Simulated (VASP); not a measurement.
An input for Ansatz (written as the equivalent of a VASP run, and not itself run):

Ansatz 0.2 input:
```yaml
crystal:
  lattice:
    - [0.0000000, 2.7086350, 2.7086350]
    - [2.7086350, 0.0000000, 2.7086350]
    - [2.7086350, 2.7086350, 0.0000000]
  atoms:
    - { symbol: Al, position: [0.0000000, 0.0000000, 0.0000000] }
    - { symbol: P, position: [0.2500000, 0.2500000, 0.2500000] }
kpoints:
  mp_grid: { grid: [8, 8, 8] }
hamiltonian:
  xc: revpbe
  pseudopotentials: { kind: paw }
scf:
  occupations: { method: gaussian, width: 0.05 }
  max_iter: 100
output: { forces: true, stress: true, eigenvalues: true }
```

Problem. Write the VASP files for the same calculation (revPBE).

Solution. Several could match; the one computed here: 
### INCAR
```
EDIFF  =  1E-7   # SCF stop (eV)
GGA  =  RE
SYSTEM  =  AlP
PREC  =  Accurate
ENCUT  =  520
SIGMA  =  0.05
ISIF  =  2
LASPH  =  .TRUE.   # aspherical one-centre terms
LREAL  =  .FALSE.
LCHARG  =  .FALSE.
LWAVE  =  .FALSE.
ALGO  =  Normal
NELM  =  100
ISMEAR  =  0   # Gaussian
```

POSCAR:
```
AlP
3.8305880
  0.0000000000   0.7071068456   0.7071068456
  0.7071068456   0.0000000000   0.7071068456
  0.7071068456   0.7071068456   0.0000000000
Al P
1 1
Direct
  0.0000000000   0.0000000000   0.0000000000
  0.2500000000   0.2500000000   0.2500000000
```

### KPOINTS
```
Automatic
0
G
  8 8 8
```

POTCAR, in this order: Al P (PBE.64 set). Program: vasp_std.

What does not carry over: each code has its own PAW files, so the cut-off isn't converted (ENCUT is set for VASP's; basis.ecutwfc is left out, and Ansatz then takes the one that its files recommend); Ansatz stops its SCF on the density residual and VASP on the energy change (EDIFF).

The compound is AlP in the zinc blende structure. This cell is one point of a volume scan, at 0.94 of the reference volume.
